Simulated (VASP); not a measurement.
An input for Ansatz (written as the equivalent of a VASP run, and not itself run):

Ansatz 0.2 input:
```yaml
crystal:
  lattice:
    - [0.2511226, 3.9163141, 3.9399171]
    - [4.1102721, 0.0571646, 4.1364339]
    - [2.0837183, 2.0837183, 0.0000000]
  atoms:
    - { symbol: Al, position: [0.0000000, 0.0000000, 0.0000000] }
    - { symbol: Al, position: [0.0000000, 0.5000000, 0.0000000] }
    - { symbol: Ag, position: [0.5000000, 0.0000000, 0.0000000] }
    - { symbol: Ag, position: [0.5000000, 0.5000000, 0.0000000] }
kpoints:
  mp_grid: { grid: [8, 8, 14] }
hamiltonian:
  xc: pbesol
  pseudopotentials: { kind: paw }
scf:
  occupations: { method: tetrahedron }
  max_iter: 100
output: { forces: true, stress: true, eigenvalues: true }
```

Task: Translate this input to VASP (INCAR, KPOINTS, POSCAR, choice of POTCAR).

Result: Several could match; the one computed here: 
**INCAR**
```
ALGO = Normal
EDIFF = 1E-7
ENCUT = 400
GGA = PS
ISIF = 2
ISMEAR = -5
LASPH = .TRUE.
LCHARG = .TRUE.
LEFG = .TRUE.
LMAXMIX = 4
LORBIT = 11
LREAL = .FALSE.
LWAVE = .FALSE.
NEDOS = 601
NELM = 100
PREC = Accurate
SYSTEM = Ag2Al2
```

**KPOINTS**
```
Automatic mesh
0
Gamma
8 8 14
0 0 0
```

POSCAR:
```
Ag2Al2
1
    0.2511226038     3.9163140842     3.9399171408
    4.1102721038     0.0571645843     4.1364339320
    2.0837183440     2.0837183440     0.0000000000
Al Ag
2 2
Direct
  0.0000000000   0.0000000000   0.0000000000
  0.0000000000   0.5000000000   0.0000000000
  0.5000000000   0.0000000000   0.0000000000
  0.5000000000   0.5000000000   0.0000000000
```

POTCAR, in this order: Al Ag (PBE.64 set). Program: vasp_std.

The two are equivalent in intent, not identical: each code has its own PAW files, so the cut-off isn't converted (ENCUT is set for VASP's; basis.ecutwfc is left out, and Ansatz then takes the one that its files recommend); Ansatz stops its SCF on the density residual and VASP on the energy change (EDIFF); the field gradients of LEFG aren't asked of the other code.

The structure was generated: Ag2Al2 was put into an ordered model structure (R-3m), which need not be its known phase. It was relaxed first. The relaxed cell has space group C2/m.
